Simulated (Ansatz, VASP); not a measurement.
**CuPt: VASP beside Ansatz**

Wanted: the spread between two codes on one cell, functional and k mesh.

Calculated with Ansatz 0.2.0; plane waves, with VASP 6.6.1 beside it; single point at PBEsol.

## 1. Starting point

Symmetry: R-3m, No. 166, trigonal system. Conventional cell: a = 2.725 Å, b = 2.725 Å, c = 12.733 Å, α = 90.00°, β = 90.00°, γ = 120.00°. Nearest to Cu lie 6 Pt at 2.64 Å and 6 Cu at 2.72 Å. Nearest to Pt lie 6 Cu at 2.64 Å and 6 Pt at 2.72 Å. Farther neighbours are not listed.

Structure file:

```cif
data_structure
_symmetry_space_group_name_H-M 'R-3m:H'
_symmetry_Int_Tables_number 166
_cell_length_a 2.7246
_cell_length_b 2.7246
_cell_length_c 12.7334
_cell_angle_alpha 90.000
_cell_angle_beta 90.000
_cell_angle_gamma 120.000
_cell_volume 81.86
loop_
_atom_site_label
_atom_site_type_symbol
_atom_site_symmetry_multiplicity
_atom_site_Wyckoff_symbol
_atom_site_fract_x
_atom_site_fract_y
_atom_site_fract_z
_atom_site_occupancy
Cu1 Cu 3 a 0.00000 0.00000 0.00000 1
Pt1 Pt 3 b 0.33333 0.66667 0.16667 1
```

## 2. VASP: single point, PBEsol

With cell and atoms fixed, the geometry can't cause a difference; cores, projectors, grids and the points listed under the comparison can.

Lines of VASP's logs that name or quote its potential files are left out, and so is its time.

The input, INCAR:

```
SYSTEM = CuPt
PREC = Accurate
ENCUT = 400
EDIFF = 1E-06
NELM = 100
ISMEAR = -1
SIGMA = 0.05
LREAL = .FALSE.
ALGO = Normal
GGA = PS
NBANDS = 16
LORBIT = 11
LWAVE = .FALSE.
LCHARG = .FALSE.
KPAR = 2
ISIF = 2
```

The input, POSCAR:

```
CuPt
1.0
    1.3622969706      0.7865225227      4.2444549900
   -1.3622969706      0.7865225227      4.2444549900
    0.0000000000     -1.5730450453      4.2444549900
Cu Pt
1 1
Direct
    0.0000000000      0.0000000000      0.0000000000
    0.5000000000      0.5000000000      0.5000000000
```

The input, KPOINTS:

```
Automatic mesh
0
Gamma
11 11 11
0 0 0
```

Potentials, in the order of the species: Cu and Pt (PBE family, release 64).

Command:

```console
$ mpirun -np 2 vasp_std
```

Numbers of over 12 decimals in the logs are rounded to 6 here.

What it wrote:

```text
[banner, memory and clock lines left out]
running    2 mpi-ranks, on    1 nodes
 distrk:  each k-point on    1 cores,    2 groups
 distr:  one band on    1 cores,    1 groups

 POSCAR found type information on POSCAR CuPt
 POSCAR found :  2 types and       2 ions
|                                                                             |
|               ----> ADVICE to this user running VASP <----                  |
|                                                                             |
|     You enforced a specific xc type in the INCAR file but a different       |
|     [... a line on the potential file left out ...]
|     I HOPE YOU KNOW WHAT YOU ARE DOING!                                     |
|                                                                             |

 LDA part: xc-table for (Slater+PW92), standard interpolation
 POSCAR, INCAR and KPOINTS ok, starting setup
 FFT: planning ... GRIDC
 FFT: planning ... GRID_SOFT
 FFT: planning ... GRID
 WAVECAR not read
 entering main loop
       N       E                     dE             d eps       ncg     rms          rms(c)
DAV:   1     0.932723847428E+02    0.93272E+02   -0.89478E+03  5048   0.151E+03
DAV:   2    -0.101448410494E+02   -0.10342E+03   -0.97523E+02  4864   0.267E+02
DAV:   3    -0.130091990131E+02   -0.28644E+01   -0.28212E+01  5992   0.516E+01
DAV:   4    -0.130453129914E+02   -0.36114E-01   -0.36107E-01  5360   0.482E+00
DAV:   5    -0.130467698022E+02   -0.14568E-02   -0.14568E-02  7064   0.106E+00    0.155E+01
DAV:   6    -0.130826706458E+02   -0.35901E-01   -0.17597E+01  4760   0.141E+02    0.872E+00
DAV:   7    -0.116291816015E+02    0.14535E+01   -0.57587E+00  5920   0.104E+02    0.536E+00
DAV:   8    -0.116010085220E+02    0.28173E-01   -0.24195E-01  6448   0.658E+00    0.234E+00
DAV:   9    -0.115870732341E+02    0.13935E-01   -0.34021E-02  6520   0.681E+00    0.389E-01
DAV:  10    -0.115870339065E+02    0.39328E-04   -0.39967E-03  7024   0.164E+00    0.975E-02
DAV:  11    -0.115869503402E+02    0.83566E-04   -0.86392E-04  5304   0.111E+00    0.647E-02
DAV:  12    -0.115869161367E+02    0.34204E-04   -0.13912E-04  6152   0.451E-01    0.874E-03
DAV:  13    -0.115869156628E+02    0.47394E-06   -0.56495E-06  5856   0.273E-02
   1 F= -.11586916E+02 E0= -.11582318E+02  d E =-.919439E-02
```

From OUTCAR (step 2):

```text
ion  position               nearest neighbor table
   1  0.000  0.000  0.000-   2 2.64   2 2.64   2 2.64   2 2.64   2 2.64   2 2.64
   2  0.500  0.500  0.500-   1 2.64   1 2.64   1 2.64   1 2.64   1 2.64   1 2.64

  LATTYP: Found a trigonal (rhomboedric) cell.
 ALAT       =     4.5265736354
 COS(alpha) =     0.8188516435

 Subroutine GETGRP returns: Found 12 space group operations
 (whereof 12 operations were pure point group operations)

The static configuration has the point symmetry D_3d.

 Found    146 irreducible k-points:

   k-points           NKPTS =    146   k-points in BZ     NKDIM =    146   number of bands    NBANDS=     16

   dimension x,y,z NGX =    30 NGY =   30 NGZ =   30
   dimension x,y,z NGXF=    60 NGYF=   60 NGZF=   60

   ENCUT  =  400.0 eV  29.40 Ry    5.42 a.u.   7.38  7.38  7.38*2*pi/ulx,y,z

   NELECT =      21.0000    total number of electrons

 k-points in reciprocal lattice and weights: Automatic mesh
   0.00000000  0.00000000  0.00000000       0.001
   0.09090909  0.00000000  0.00000000       0.005
   0.18181818  0.00000000 -0.00000000       0.005
   0.27272727 -0.00000000  0.00000000       0.005
   0.36363636 -0.00000000  0.00000000       0.005
   0.45454545  0.00000000  0.00000000       0.005
   0.09090909  0.09090909  0.00000000       0.005
   0.18181818  0.09090909 -0.00000000       0.009
   0.27272727  0.09090909  0.00000000       0.009
[...]
0.45454545  0.45454545  0.45454545       0.002
  -0.45454545  0.45454545  0.45454545       0.005

 average (electrostatic) potential at core
       1 -61.4639       2 -64.6294

 E-fermi :   8.9902

 k-point     1 :       0.0000    0.0000    0.0000
  band No.  band energies     occupation
    ...
      8       7.3584      2.00000
      9       7.3584      2.00000
     10       8.7733      1.97421
     11       8.7733      1.97421
     12       8.9859      1.04295
     13      14.9887      0.00000
     14      24.4876      0.00000
     15      27.6248      0.00000
     16      27.6440      0.00000

 k-point     2 :       0.0909    0.0000    0.0000
  band No.  band energies     occupation
    ...
      7       6.5538      2.00000
      8       7.2541      2.00000
      9       7.3933      2.00000
     10       7.5642      2.00000
     11       8.6874      1.99532
     12      10.4539      0.00000
     13      15.0705      0.00000
     14      24.7787      0.00000
     15      25.9921      0.00000
     16      27.2488      0.00000

 k-point     3 :       0.1818    0.0000   -0.0000
  band No.  band energies     occupation
    ...
      7       6.6308      2.00000
      8       6.6991      2.00000
      9       7.1738      2.00000
     10       7.5410      2.00000
     11       8.4561      1.99995
     12      11.9706      0.00000
     13      15.4797      0.00000
     14      22.2884      0.00000
     15      25.8137      0.00000
     16      26.3598      0.00000

  Total       -0.7990132     -0.7990132     -0.6790570      0.0000000     -0.0000000      0.0000000
  in kB      -46.9146401    -46.9146401    -39.8713244      0.0000000     -0.0000000      0.0000000
  external PRESSURE =     -44.5668682 kB  Pullay stress =       0.0000000 kB

  energy-cutoff  :      400.00
  volume of cell :       27.29
      direct lattice vectors                 reciprocal lattice vectors
     1.362296971  0.786522523  4.244454990     0.367027169  0.211903235  0.078533836
    -1.362296971  0.786522523  4.244454990    -0.367027169  0.211903235  0.078533836
     0.000000000 -1.573045045  4.244454990     0.000000000 -0.423806469  0.078533836

 POSITION                                       TOTAL-FORCE (eV/Angst)
 -----------------------------------------------------------------------------------
      0.00000      0.00000      0.00000         0.000000     -0.000000      0.000000
      0.00000      0.00000      6.36668        -0.000000      0.000000     -0.000000
 -----------------------------------------------------------------------------------
    total drift:                               -0.000000      0.000000      0.000000

  FREE ENERGIE OF THE ION-ELECTRON SYSTEM (eV)
  ---------------------------------------------------
  free  energy   TOTEN  =       -11.5869156628 eV

  energy  without entropy=      -11.5777212678  energy(sigma->0) =      -11.58231847

 total charge
# of ion       s       p       d       tot
------------------------------------------
    1        0.402   0.358   9.193   9.953
    2        0.676   0.617   8.073   9.367
--------------------------------------------------
tot          1.078   0.975  17.266  19.320

[... 3 further parts left out ...]
```

This run has no spin polarisation. Its electron count is odd, so without a moment it is a metal by construction.

## 3. Ansatz: single point, PBEsol

Ansatz runs on its default PAW (the set named soft_2) files.

The same cell, functional, mesh and smearing now go to Ansatz, which takes its cutoff from its data sets.

The input, input.yaml:

```yaml
crystal:
  lattice:
    - [1.3622969706, 0.7865225227, 4.24445499]
    - [-1.3622969706, 0.7865225227, 4.24445499]
    - [0.0, -1.5730450453, 4.24445499]
  atoms:
    - { symbol: Cu, position: [0.0, 0.0, 0.0] }
    - { symbol: Pt, position: [0.5, 0.5, 0.5] }
hamiltonian:
  xc: pbesol
  pseudopotentials: { kind: paw }
kpoints:
  mp_grid: { grid: [11, 11, 11] }
scf:
  occupations: { method: fermi_dirac, width: 0.05 }
  n_extra_bands: 4
output:
  forces: true
  stress: true
  eigenvalues: true
```

Command:

```console
$ ansatz run input.yaml --threads 2 --pin off --max-ram 4608MiB --backend cpu --events-out ev --progress --plain --runs-dir out
```

What it wrote:

```text
basis.fft_grid_basis auto: the FFT boxes are laid along the combinations [[1, 0, -1], [0, 1, -1], [0, 0, 1]] of the cell's own vectors, 2.725, 2.725 and 4.527 Å long. The dense box has 20×20×32 points. Along the cell's own vectors, as sized, it would have 32×32×32, 2.56 times as many. Of the 12 symmetry operations that the crystal satisfies within crystal.symmetry.tolerance (time reversal apart; of a slab, those that [...]
scf.n_extra_bands = 4 over 19 filled bands (N_el = 37.0): the run solves 23 bands
Engine: ansatz 0.2.0, x86_64-unknown-linux-gnu
Pseudopotentials: kind: paw
Pseudopotential: Cu, paw, valence charge 19, recommended cutoff 420 eV (normal), Cu.paw.azcp
Pseudopotential: Pt, paw, valence charge 18, recommended cutoff 420 eV (normal), Pt.paw.azcp
Functional definition: PBEsol
  exchange = pbesol_x
  correlation = pbesol_c
Crystal: 2 atoms, lattice volume = 27.287 Å³
Basis set: ecut = 420 eV, 537 PW (Γ), FFT grids on a1−a3, a2−a3, a3, exchange–correlation on 40×40×64 points (8 copies of the dense FFT grid, shifted against one another)
Bands: 23, of which v1, the nominal top of the filled ones, is band 19 counted from 1 (18 counted from 0)
Symmetry: 12 space group operations
Space group: R-3m (ITA 166), of the structure as read, at distance tolerance 3.0e-5 Å
k-points: 146 of 1331
Non-local potential: Cu, projectors of the file, l = 0: 3, l = 1: 2, l = 2: 3, l = 3: 1
Non-local potential: Pt, projectors of the file, l = 0: 3, l = 1: 2, l = 2: 2, l = 3: 1
PAW form: soft (Blöchl's): semilocal exchange-correlation on the pseudo side does not see the compensation charge
PAW frozen core: Cu, regenerated for the run's functional, and the local potential with it (the file was generated under x = pbe(κ = 0.804, μ = 0.219515), c = pbe(β = 0.066725))
PAW frozen core: Pt, regenerated for the run's functional, and the local potential with it (the file was generated under x = pbe(κ = 0.804, μ = 0.219515), c = pbe(β = 0.066725))
PAW one-centre angular grid: Cu, 590 points (default); XC on 64 Gauss nodes
PAW one-centre angular grid: Pt, 590 points (default); XC on 64 Gauss nodes
Initial density: superposition of atomic densities (neutral atoms: chi_scale 0, normalization atom), corrected by the library's trained network
Initial wavefunctions: pseudopotential atomic-orbital guess
Functional: x = pbesol(κ = 0.804, μ = 0.123457), c = pbesol(β = 0.046)
SCF iter   1: F=—  HF=-18972.905400 eV  |F-HF|=—  |Δ(HF+E_count)|=         —  Δρ=1.51e-2  dr2=3.53e-2  ethr=1.77e-3  ⟨swp⟩=5.7  Hψ=13191  notcnv=0
preconditioner: auto → Kerker (q_TF=auto, 2.870 Å⁻¹)  [metal: Δε(μ)=0.053 eV  Ē_g=10.658 eV  σ=0.050 eV  W_gap=0.25  n_scr=14 (ndim 8)  ℏωp=32.6 eV  f_vac=0.000  D(μ)=1.12/eV (n_scr^D=8)]
SCF iter   2: F=—  HF=-18972.898603 eV  |F-HF|=—  |Δ(HF+E_count)|=   6.80e-3  Δρ=3.52e-3  dr2=3.68e-3  ethr=9.53e-5  ⟨swp⟩=2.1  Hψ=6276  notcnv=0  defer=27
SCF iter   3: F=—  HF=-18972.897919 eV  |F-HF|=—  |Δ(HF+E_count)|=   6.84e-4  Δρ=2.09e-3  dr2=1.25e-3  ethr=9.94e-6  ⟨swp⟩=1.5  Hψ=3427  notcnv=0  defer=27
SCF iter   4: F=—  HF=-18972.897587 eV  |F-HF|=—  |Δ(HF+E_count)|=   3.31e-4  Δρ=4.24e-4  dr2=8.52e-5  ethr=3.38e-6  ⟨swp⟩=2.5  Hψ=5026  notcnv=0  defer=27
SCF iter   5: F=—  HF=-18972.897574 eV  |F-HF|=—  |Δ(HF+E_count)|=   1.29e-5  Δρ=2.67e-4  dr2=3.12e-5  ethr=2.30e-7  ⟨swp⟩=2.6  Hψ=4801  notcnv=0  defer=27
SCF iter   6: F=—  HF=-18972.897570 eV  |F-HF|=—  |Δ(HF+E_count)|=   4.52e-6  Δρ=4.45e-5  dr2=1.31e-6  ethr=8.43e-8  ⟨swp⟩=1.0  Hψ=3389  notcnv=0  defer=27
SCF iter   7: F=-18972.897569 eV  HF=-18972.897569 eV  |F-HF|=3.62e-8  |Δ(HF+E_count)|=   3.26e-7  Δρ=1.12e-5  dr2=5.42e-8  ethr=2.70e-10  ⟨swp⟩=3.6  Hψ=14624  notcnv=0
SCF 1 converged in 7 iterations: F = -18972.897569 eV  dr2 = 5.42e-8
  greatest PAW one-centre occupation: 1.000 electrons in one spin orbital (limit 2), on the Cu atom at site 0 (counted from 0), in its partial waves of l = 0
SCF converged after 7 iterations
Free energy (F): -18972.897569 eV
Harris-Foulkes:  -18972.897569 eV  (|F-HF|=3.62e-8)
Internal energy: -18972.888066 eV  (E = F + TS)
E sigma→0 (E₀):  -18972.892818 eV
Entropy (-TS):   -0.009503 eV (-4.752 meV/atom)
Fermi energy:    19.668716 eV
--- Per-component energies (eV) ---
  E_band       = -484.350207
  E_kinetic    = 938.294435
  E_local      = -5657.842768  (includes V_loc(G=0)·N_el)
  E_nonlocal   = 597.338441
  E_hartree    = 2400.431431
  E_xc         = -349.255899
  E_vxc        = -417.647582  (∫ρ·V_xc dr)
  E_paw        = -10945.276521  (= ΣΔE_a)
  E_vpaw       = -745.355345  (= ΣTr[D̂ρ^β])
  E_aug_tail   = 0.000427  (compensation charges beyond the density's cutoff)
  E_ewald      = -5957.070796
  E_core_change = 0.493183  (= ΣΔE_core)
  E_smearing   = -0.009503  (= −TS)
  E_closure    = 0.000000  (closes the sum)
  Σ components = -18972.897569   (vs F -18972.897569, Δ=0.00e0)
--- Forces (eV/Å), atoms counted from 1 ---
  atom   1  Cu     0.00000000     0.00000000     0.00000000
  atom   2  Pt    -0.00000000     0.00000000     0.00000000
  max |Σ_I F_I| component: 2.02e-28 eV/Å
--- Stress (GPa, compression-positive) ---
       -4.037954       0.000000       0.000000
        0.000000      -4.037954       0.000000
       -0.000000       0.000000      -3.617641
  P = ⅓ Tr σ = -3.8978 GPa (-38.978 kbar)
--- Band table (eV; the first three rows and the last of 146) ---
  k-point 0: bands = [... 15 lower, 18.0419, 18.0419, 19.4497, 19.4497, 19.6340, 25.6551, 35.1086, 38.2300]
  k-point 1: bands = [... 15 lower, 17.9370, 18.0770, 18.2305, 19.3637, 21.1160, 25.7362, 35.4007, 36.5956]
  k-point 2: bands = [... 15 lower, 17.3772, 17.8549, 18.2245, 19.1326, 22.6350, 26.1442, 32.9236, 36.4278]
  k-point 145: bands = [... 15 lower, 17.4377, 17.7627, 17.8816, 18.7813, 18.9971, 32.5665, 35.0963, 35.8641]
```

Run time: 1.8 s. Hardware: 2 threads of Intel Xeon Platinum 8488C (Sapphire Rapids), shared host; peak memory 0.44 GiB.

The run ends at a pressure of -3.90 GPa.

## 4. Side by side

Known differences besides the potentials themselves: the data sets hold 37 valence electrons in Ansatz (default PAW (the set named soft_2) files) and 21 in VASP; the cutoff is 420 eV in Ansatz and 400 eV in VASP; Ansatz makes its cores anew for this functional, VASP keeps those of its PBE data sets; VASP leaves aspherical gradient terms in its spheres out (LASPH is not set), Ansatz keeps them. Total energies have different zeros and are not compared.

Both answers:

| quantity | Ansatz | VASP | difference |
| --- | --- | --- | --- |
| pressure (GPa) | -3.90 | -4.46 | +0.56 |
| pressure without Ansatz's Pulay correction (GPa) | -3.98 | -4.46 | +0.47 |

Ansatz's pressure holds a Pulay correction of 0.08 GPa; VASP's holds none.

## 5. Outcome

| Property | Result |
| --- | --- |
| difference in pressure (single point, PBEsol) | 0.56 GPa |

In words: The difference in pressure is 0.56 GPa (single point, PBEsol), within the 1 GPa picked in this series as the mark of a large difference. Such differences can come from data sets, numerical settings and the points named under the comparisons, not from the functional's error against experiment.

[Lines on the potential files, build, host, timing and source positions are cut from VASP's logs without a mark.]

[Logs are printed without paths, hosts, clocks, repeated set-up lines and the standing remarks that a program may print on its own settings, such as how far it seeks lower states.]

[Hosts, paths, dates, database ids (printed as entryN), source tags and the programs' standing remarks are cut or masked in the printed files.]
